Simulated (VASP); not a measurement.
# BiCH₃Cl₂: harmonic vibrations of a molecule

BiCH₃Cl₂, molecule in box, 7 atoms in the cell. PBE, harmonic vibrations; PAW potentials C, Bi_d, Cl, H (PBE set).

## Input

INCAR.step1:
```
SYSTEM = BiH3CCl2
ALGO = Normal
EDIFF = 1E-8
EDIFFG = -0.002
ENCUT = 400
IBRION = 2
ISIF = 2
ISMEAR = 0
ISYM = 0
LASPH = .TRUE.
LCHARG = .FALSE.
LREAL = .FALSE.
LWAVE = .FALSE.
NELM = 100
NSW = 60
POTIM = 0.5
PREC = Accurate
SIGMA = 0.01
```

INCAR.step2, as INCAR.step1 but for:
```
- EDIFFG = -0.002
- IBRION = 2
- ISIF = 2
- NSW = 60
- POTIM = 0.5
+ IBRION = 5
+ NFREE = 2
+ NSW = 1
+ POTIM = 0.015
```

KPOINTS:
```
k-points
0
Gamma
  1 1 1
```

POSCAR.step1:
```
BiH3CCl2
1.0
   13.0000000000      0.0000000000      0.0000000000
    0.0000000000     13.0000000000      0.0000000000
    0.0000000000      0.0000000000     12.0000000000
C Bi Cl H
1 1 2 3
Direct
    0.4520730800      0.5955192300      0.4919541700
    0.4381807700      0.4422576900      0.5742208300
    0.6229346200      0.4295423100      0.6086958300
    0.4295576900      0.3502576900      0.3969708300
    0.3790653800      0.6146115400      0.4522625000
    0.4720730800      0.6529730800      0.5545208300
    0.5127961500      0.5893653800      0.4298375000
```

Commands (each step's output is kept before the next begins):
```
cat potpaw_PBE.64/C/POTCAR potpaw_PBE.64/Bi_d/POTCAR potpaw_PBE.64/Cl/POTCAR potpaw_PBE.64/H/POTCAR > POTCAR
cp INCAR.step1 INCAR
cp POSCAR.step1 POSCAR
mpirun -np 8 vasp_gam > vasp.out
cp CONTCAR POSCAR
cp INCAR.step2 INCAR
mpirun -np 8 vasp_gam > vasp.out
```

## Result

- Vibrations (cm⁻¹; a negative value is imaginary): 3107, 3090, 2989, 1395, 1390, 1144, 713, 705, 456, 315, 300, 134, 127, 94, 88
- Zero-point energy (eV): 0.995
- Translations and rotations, which should read zero (cm⁻¹): -7, -4, -1, 0, 5, 11
- Vibrational entropy at 298 K (meV/K): 0.753
- Displaced cells: 42
- Ionic steps, all stages: 87
- Electronic steps, all stages: 1429

VASP 6.6.1 took 1028 s on 8 cores (Intel Xeon Platinum 8488C (Sapphire Rapids)), a shared host.
